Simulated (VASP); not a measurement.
# Interstitial O in GePt, part 4 of 6

Wanted: what interstitial O costs in GePt and how the lattice relaxes round it. The start is a cell from a database of measured crystal structures.

VASP 6.6.1, plane waves and PAW; the level of theory is named at each step.

So far. Step 5 (Reference Ge): The run ended after 3 ionic steps, 0.005 eV below its first step, once forces and stress met EDIFFG = -0.02. Step 5 (Reference Ge): Energy at zero smearing: -9.78525 eV.

## Step 6: Reference Pt

This step: PBEsol; plane waves and PAW (Pt) (VASP 6.6.1).

System of this step: Pt. Symmetry: Fm-3m, No. 225, cubic system. Conventional cell: a = 3.920 Å, b = 3.920 Å, c = 3.920 Å, α = 90.00°, β = 90.00°, γ = 90.00°. Pt has 12 Pt at 2.77 Å nearest.

Pt is not exchanged here; its energy serves the host's formation enthalpy.

INCAR

```
SYSTEM = Pt
PREC = Normal
ENCUT = 400
EDIFF = 1E-05
NELM = 120
ISMEAR = 1
SIGMA = 0.1
LREAL = Auto
ALGO = Fast
GGA = PS
NBANDS = 11
LASPH = .TRUE.
LORBIT = 11
LWAVE = .FALSE.
LCHARG = .FALSE.
KPAR = 4
IBRION = 2
NSW = 25
ISIF = 3
EDIFFG = -0.02
POTIM = 0.4
```

POSCAR

```
Pt
1.0
    0.0000000000      1.9600000000      1.9600000000
    1.9600000000      0.0000000000      1.9600000000
    1.9600000000      1.9600000000      0.0000000000
Pt
1
Direct
    0.0000000000      0.0000000000      0.0000000000
```

KPOINTS

```
Automatic mesh
0
Gamma
12 12 12
0 0 0
```

Potentials, in the order of the species: Pt (PBE family, release 64).

Launch:

```bash
mpirun -np 4 vasp_std
```

The log of the run:

```text
[banner, memory and clock lines left out]
running    4 mpi-ranks, on    1 nodes
[...]
[... a notice as in an earlier step ...]

 [... a notice as in an earlier step ...]

 LDA part: xc-table for (Slater+PW92), standard interpolation
 POSCAR, INCAR and KPOINTS ok, starting setup
[...]
entering main loop
       N       E                     dE             d eps       ncg     rms          rms(c)
DAV:   1     0.290372038083E+02    0.29037E+02   -0.45127E+03  1712   0.663E+02
DAV:   2    -0.695246368203E+01   -0.35990E+02   -0.34554E+02  1839   0.152E+02
DAV:   3    -0.741283823958E+01   -0.46037E+00   -0.45703E+00  1845   0.158E+01
DAV:   4    -0.741467819863E+01   -0.18400E-02   -0.18399E-02  1824   0.121E+00
[...]
RMM:   9    -0.696540558445E+01    0.11919E-02   -0.21822E-03  1584   0.393E-01    0.408E-02
RMM:  10    -0.696542727639E+01   -0.21692E-04   -0.20341E-04  1579   0.108E-01    0.388E-02
RMM:  11    -0.696542622023E+01    0.10562E-05   -0.14750E-05  1261   0.293E-02
   1 F= -.69654262E+01 E0= -.69646640E+01  d E =-.696543E+01
[... from here on, the cycles between the ionic steps are left out ...]
   2 F= -.69646456E+01 E0= -.69638576E+01  d E =0.780652E-03
   3 F= -.69656094E+01 E0= -.69648409E+01  d E =-.183145E-03
   5 F= -.69656050E+01 E0= -.69648357E+01  d E =-.178777E-03
   7 F= -.69656141E+01 E0= -.69648459E+01  d E =-.187889E-03
   9 F= -.69655123E+01 E0= -.69647390E+01  d E =0.103821E-03
  11 F= -.69656076E+01 E0= -.69648393E+01  d E =0.854816E-05
  13 F= -.69656154E+01 E0= -.69648467E+01  d E =0.722539E-06
  15 F= -.69656166E+01 E0= -.69648477E+01  d E =-.417051E-06
  17 F= -.69656165E+01 E0= -.69648477E+01  d E =-.402366E-06
  19 F= -.69656166E+01 E0= -.69648477E+01  d E =-.426891E-06
  21 F= -.69655886E+01 E0= -.69648215E+01  d E =0.279938E-04
  23 F= -.69656116E+01 E0= -.69648425E+01  d E =0.502113E-05
  24 F= -.69656142E+01 E0= -.69648452E+01  d E =0.235948E-05
  25 F= -.69656154E+01 E0= -.69648465E+01  d E =0.115211E-05
[...]
opt :   0.0032  next Energy=    -6.965617 (dE=-0.280E-06)
```

It took 10 s on 4 MPI ranks of Intel Xeon 6975P-C (Granite Rapids), shared host; peak memory 0.44 GiB.

From OUTCAR (step 6):

```text
 k-point     1 :       0.0000    0.0000    0.0000
  band No.  band energies     occupation
    ...
      2       7.3543      2.00000
      3       7.3543      2.00000
      4       7.3543      2.00000
      5       9.5495      2.00000
      6       9.5495      2.00000
      7      25.7871      0.00000
      8      30.7678      0.00000
      9      30.7678      0.00000
     10      30.7678      0.00000
     11      36.0779      0.00000

  Total       -0.0397943     -0.0397943     -0.0397943      0.0000000     -0.0000000      0.0000000
  in kB       -4.2450297     -4.2450297     -4.2450297      0.0000000     -0.0000000      0.0000000
  external PRESSURE =      -4.2450297 kB  Pullay stress =       0.0000000 kB

 POSITION                                       TOTAL-FORCE (eV/Angst)
 -----------------------------------------------------------------------------------
      0.00000      0.00000      0.00000         0.000000      0.000000      0.000000
 -----------------------------------------------------------------------------------
    total drift:                               -0.000000     -0.000000     -0.000000

  FREE ENERGIE OF THE ION-ELECTRON SYSTEM (eV)
  ---------------------------------------------------
  free  energy   TOTEN  =        -6.9656154349 eV

  energy  without entropy=       -6.9633085442  energy(sigma->0) =       -6.96484647

[... 19 further parts left out ...]
[key lines of the parts left out:]
E-fermi :  11.2013
```

CONTCAR:

```
Pt
   1.00000000000000
     0.0000000000000000    1.9582741678339481    1.9582741678339481
     1.9582741678339481    0.0000000000000000    1.9582741678339481
     1.9582741678339481    1.9582741678339481   -0.0000000000000000
  Pt
     1
Direct
     0.0000000000000000    0.0000000000000000    0.0000000000000000
```

Little changed from the start: no atom moved by 0.005 Å and no cell edge by 0.1 %.

The run used up its steps with its stress still over the threshold, while the forces vanish, so it is continued.

## Step 7: Going on with the relaxation

Pt is not exchanged here; its energy serves the host's formation enthalpy.

INCAR, as its differences from that of step 6:

```diff
@@ -16,3 +16,3 @@
 KPAR = 4
-IBRION = 2
+IBRION = 1
 NSW = 25
@@ -20,2 +20,2 @@
 EDIFFG = -0.02
-POTIM = 0.4
+POTIM = 0.3
```

POSCAR

```
Pt
1.0
    0.0000000000      1.9582741678      1.9582741678
    1.9582741678      0.0000000000      1.9582741678
    1.9582741678      1.9582741678      0.0000000000
Pt
1
Direct
    0.0000000000      0.0000000000      0.0000000000
```

KPOINTS is that of step 6.

Launch:

```bash
mpirun -np 4 vasp_std
```

The log of the run:

```text
[... set-up lines as in an earlier step ...]
 entering main loop
       N       E                     dE             d eps       ncg     rms          rms(c)
DAV:   1     0.306735828816E+02    0.30674E+02   -0.44946E+03  1672   0.668E+02
DAV:   2    -0.693081728122E+01   -0.37604E+02   -0.36165E+02  1839   0.156E+02
DAV:   3    -0.741229169106E+01   -0.48147E+00   -0.48053E+00  1836   0.163E+01
DAV:   4    -0.741425917119E+01   -0.19675E-02   -0.19674E-02  1836   0.126E+00
DAV:   5    -0.741427474739E+01   -0.15576E-04   -0.15576E-04  1847   0.101E-01    0.135E+01
RMM:   6    -0.701404718455E+01    0.40023E+00   -0.39663E-01  1584   0.530E+00    0.690E+00
RMM:   7    -0.696994188551E+01    0.44105E-01   -0.79990E-02  1584   0.255E+00    0.257E+00
RMM:   8    -0.696674309092E+01    0.31988E-02   -0.14662E-02  1584   0.104E+00    0.912E-01
RMM:   9    -0.696554273319E+01    0.12004E-02   -0.21938E-03  1584   0.394E-01    0.413E-02
RMM:  10    -0.696556446728E+01   -0.21734E-04   -0.20347E-04  1579   0.108E-01    0.391E-02
RMM:  11    -0.696556338220E+01    0.10851E-05   -0.14806E-05  1263   0.292E-02
   1 F= -.69655634E+01 E0= -.69647948E+01  d E =-.696556E+01
 BRION: g(F)=  0.000E+00 g(S)=  0.333E-04
 reached required accuracy - stopping structural energy minimisation
```

Run time: 1.6 s. Hardware: 4 MPI ranks; peak memory 0.41 GiB; 4.3 s of CPU time.

From OUTCAR (step 7):

```text
   NELECT =      10.0000    total number of electrons

 E-fermi :  11.1998

 k-point     1 :       0.0000    0.0000    0.0000
  band No.  band energies     occupation
    ...
      2       7.3529      2.00000
      3       7.3529      2.00000
      4       7.3529      2.00000
      5       9.5480      2.00000
      6       9.5480      2.00000
      7      25.7865      0.00000
      8      30.7672      0.00000
      9      30.7672      0.00000
     10      30.7672      0.00000
     11      36.0778      0.00000

  Total       -0.0195784     -0.0195784     -0.0195784      0.0000000     -0.0000000      0.0000000
  in kB       -2.0885188     -2.0885188     -2.0885188      0.0000000     -0.0000000      0.0000000
  external PRESSURE =      -2.0885188 kB  Pullay stress =       0.0000000 kB

 POSITION                                       TOTAL-FORCE (eV/Angst)
 -----------------------------------------------------------------------------------
      0.00000      0.00000      0.00000         0.000000      0.000000      0.000000
 -----------------------------------------------------------------------------------
    total drift:                               -0.000000      0.000000      0.000000

  FREE ENERGIE OF THE ION-ELECTRON SYSTEM (eV)
  ---------------------------------------------------
  free  energy   TOTEN  =        -6.9655633822 eV

  energy  without entropy=       -6.9632576812  energy(sigma->0) =       -6.96479482

[... 7 parts as in an earlier step ...]

[... 11 further parts left out ...]
```

CONTCAR:

```
Pt
   1.00000000000000
     0.0000000000000000    1.9582741678000000    1.9582741678000000
     1.9582741678000000    0.0000000000000000    1.9582741678000000
     1.9582741678000000    1.9582741678000000    0.0000000000000000
  Pt
     1
Direct
     0.0000000000000000    0.0000000000000000    0.0000000000000000
```

Little changed from the start: no atom moved by 0.005 Å and no cell edge by 0.1 %.

Numbers from this step:

```
electronic cycles       : 11
electrons               : 10
free energy (TOTEN)     : -6.966 eV
energy at zero smearing : -6.965 eV
Fermi energy            : 11.20 eV
```

The start already met the threshold, so nothing moved.

Energy at zero smearing: -6.96479 eV.

(Continued in part 5 of 6.)

[Lines on the potential files, build, host, timing and source positions are cut from VASP's logs without a mark.]

[Logs are printed without paths, hosts, clocks, repeated set-up lines and the standing remarks that a program may print on its own settings, such as how far it seeks lower states.]

[Hosts, paths, dates, database ids (printed as entryN), source tags and the programs' standing remarks are cut or masked in the printed files.]

[In band tables of VASP the shares of atoms and orbitals are scaled to a sum of 1 inside the atoms' spheres.]

[Runs that stopped without an error message from VASP are left out.]
